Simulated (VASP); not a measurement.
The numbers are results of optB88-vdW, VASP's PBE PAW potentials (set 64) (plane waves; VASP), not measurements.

A VASP calculation is set up with these files.

INCAR:
```
AGGAC = 0.0
ALGO = Normal
EDIFF = 1E-7
ENCUT = 520
GGA = BO
ISIF = 2
ISMEAR = 0
LASPH = .True.
LCHARG = .False.
LREAL = .False.
LUSE_VDW = .True.
LWAVE = .False.
NELM = 100
PARAM1 = 0.1833333333
PARAM2 = 0.22
PREC = Accurate
SIGMA = 0.05
SYSTEM = CaF2
```

### KPOINTS
```
Automatic
0
Gamma
  7 7 7
0 0 0
```

File POSCAR:
```
CaF2
1
    0.0000000000     2.7863840883     2.7863840883
    2.7863840883     0.0000000000     2.7863840883
    2.7863840883     2.7863840883     0.0000000000
Ca F
1 2
Direct
  0.0000000000   0.0000000000   0.0000000000
  0.2500000000   0.2500000000   0.2500000000
  0.7500000000   0.7500000000   0.7500000000
```

POTCAR, in this order: Ca_sv F (PBE.64 set). Program: vasp_std.

Predict the energy per atom (σ→0), pressure.

```json
{
  "energy per atom (σ→0)": "-371.4 kJ/mol of atoms",
  "pressure": "-4.53 GPa"
}
```

File OSZICAR:
```
...
DAV:   9    -0.115468219181E+02   -0.13488E-02   -0.61199E-03   968   0.566E-01    0.129E-01
DAV:  10    -0.115470706227E+02   -0.24870E-03   -0.46465E-04   656   0.204E-01    0.238E-02
DAV:  11    -0.115470683022E+02    0.23205E-05   -0.43093E-05   880   0.635E-02    0.947E-03
DAV:  12    -0.115470692263E+02   -0.92414E-06   -0.81219E-06   904   0.277E-02    0.337E-03
DAV:  13    -0.115470691963E+02    0.29999E-07   -0.21972E-06   904   0.118E-02    0.291E-03
DAV:  14    -0.115470690092E+02    0.18710E-06   -0.58378E-07   816   0.741E-03    0.424E-04
DAV:  15    -0.115470690239E+02   -0.14651E-07   -0.20065E-08   424   0.148E-03
   1 F= -.11547069E+02 E0= -.11547069E+02  d E =-.138099E-14
```

The compound is CaF2 in the fluorite structure. This cell is one point of a volume scan, at 1.06 of the reference volume.
